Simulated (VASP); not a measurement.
Input:

```
CELL_PARAMETERS angstrom
      2.09357    -3.62616     0.00000
      2.09357     3.62616     0.00000
      0.00000     0.00000     7.09358
ATOMIC_POSITIONS crystal
  Mg 0.00000 0.00000 0.00000
  I  0.33333 0.66667 0.23433
  I  0.66667 0.33333 0.76567
```

Method: r2SCAN meta-GGA, VASP's PBE PAW potentials (set 64) (plane waves; VASP 6.6.1). Run with 520 eV cut-off, 7×7×4 Γ-centred mesh, tetrahedra with Blöchl corrections, potentials Mg I.

The path is coarsely sampled, so an indirect gap can come out somewhat too large. Unless said otherwise, spin-orbit coupling is left out, though it shifts the bands of the heavy elements here.

**Question.** Predict the energy per atom (σ→0), band gap (over mesh and band path) with the smallest direct gap where there is one.

**Answer.** 
```json
{
  "band gap (over mesh and band path)": "4.20 eV",
  "smallest direct gap (over mesh and band path)": "4.51 eV",
  "energy per atom (σ→0)": "-18.979 eV/atom"
}
```

Only differences to runs with the same potentials and settings are physical.

The compound is MgI2 in the 1T layered structure. It was relaxed first, which changed the volume by +5 %.
